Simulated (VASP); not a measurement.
The system is Ta3Si3N.

```
CELL_PARAMETERS angstrom
-2.94989 2.98951 3.08478
2.94989 -2.98951 3.08478
2.94989 2.98951 -3.08478
ATOMIC_POSITIONS crystal
Ta 0.25893 0.75893 0.50000
Ta 0.74107 0.24107 0.50000
Ta 0.50000 0.50000 0.00000
Si 0.00000 0.16562 0.16562
Si 0.00000 0.83438 0.83438
Si 0.00000 0.50000 0.50000
N 0.50000 0.00000 0.50000
```

The cell was built by a generator and needn't be a form met in nature.

* Program: VASP 6.6.1
* Task: relaxation of cell and atoms
* Functional: PBE
* Potentials or basis: VASP PAW PBE potentials, release 64 (Ta_pv, Si, N)
* Cutoff: 520 eV
* k mesh: 3 × 3 × 3
* Occupations: gaussian, width 0.15 eV
* Spin: no spin polarisation

At the start: pressure 111.8 GPa; volume 15.55 Å³/atom.

How do energy, volume and symmetry change on relaxing?

Over 15 steps the energy falls by 4768.7 meV/atom and the volume is 18.77 Å³/atom (+20.8 %); space group Immm (No. 71, to 0.05 Å).

Step by step:
| step | energy change (eV) | largest force (eV/Å) | pressure (GPa) | volume (Å³) |
| --- | --- | --- | --- | --- |
| 1 | 0.0000 | 9.6469 | 111.82 | 108.82 |
| 2 | -2.7712 | 1.5966 | -18.40 | 296.26 |
| 3 | -27.4423 | 2.3371 | -10.36 | 185.17 |
| 4 | -28.3385 | 3.4528 | -9.00 | 180.21 |
| 5 | -28.5699 | 7.1371 | -3.35 | 169.62 |
| 6 | -28.5752 | 6.0073 | -5.14 | 172.60 |
| 7 | -30.7540 | 1.6465 | -16.35 | 159.50 |
| 8 | -30.7408 | 1.5217 | -16.07 | 160.32 |
| 9 | -32.7661 | 1.0040 | -9.24 | 140.56 |
| 10 | -33.0794 | 1.1021 | -3.79 | 132.65 |
| 11 | -33.0865 | 1.1545 | -2.40 | 131.10 |
| 12 | -33.3535 | 0.3177 | -0.89 | 131.25 |
| 13 | -33.3797 | 0.1184 | 0.04 | 131.27 |
| 14 | -33.3797 | 0.1445 | 0.19 | 131.27 |
| 15 | -33.3806 | 0.0520 | 0.10 | 131.42 |

Final structure:
```
CELL_PARAMETERS angstrom
-3.25222 2.30733 4.37836
3.25222 -2.30733 4.37836
3.25222 2.30733 -4.37836
ATOMIC_POSITIONS crystal
Ta 0.28013 0.78013 0.50000
Ta 0.71987 0.21987 0.50000
Ta 0.50000 0.50000 0.00000
Si 0.00000 0.16667 0.16667
Si 0.00000 0.83333 0.83333
Si 0.00000 0.50000 0.50000
N 0.50000 0.00000 0.50000
```

Caveat: the k mesh is coarse (spacing up to 0.50 Å⁻¹), so the values aren't converged; the volume moved by over 15 % at a fixed basis, so the end points are rough.
